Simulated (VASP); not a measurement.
Data:

```
MnF2
1.0
    5.02424     0.00000     0.00000
    0.00000     5.02424     0.00000
    0.00000     0.00000     3.36634
Mn F
2 4
Direct
  0.00000   0.00000   0.00000
  0.50000   0.50000   0.50000
  0.30429   0.30429   0.00000
  0.80429   0.19571   0.50000
  0.19571   0.80429   0.50000
  0.69571   0.69571   0.00000
```
Starting moments (μB, in the order of the record's atoms Mn Mn F F F F): 4.6 -4.6 0.0 0.0 0.0 0.0.

The numbers are results of RPBE GGA, VASP's PBE PAW potentials (set 64) (plane waves; VASP 6.6.1), not measurements. Numerical set-up: 520 eV cut-off, Gaussian smearing of 0.050 eV, potentials Mn_pv F.

Problem. Estimate the cell moment, band gap (along the path) with the smallest direct gap where there is one.

Solution. 
The band gap (along the path) is 2.58 eV and the smallest direct gap (along the path) comes out as 2.62 eV. The cell moment comes out as 0.00 μB.

Only differences to runs with the same potentials and settings are physical.

The compound is MnF2 in the rutile structure. It was relaxed first, which changed the volume by +8 %.
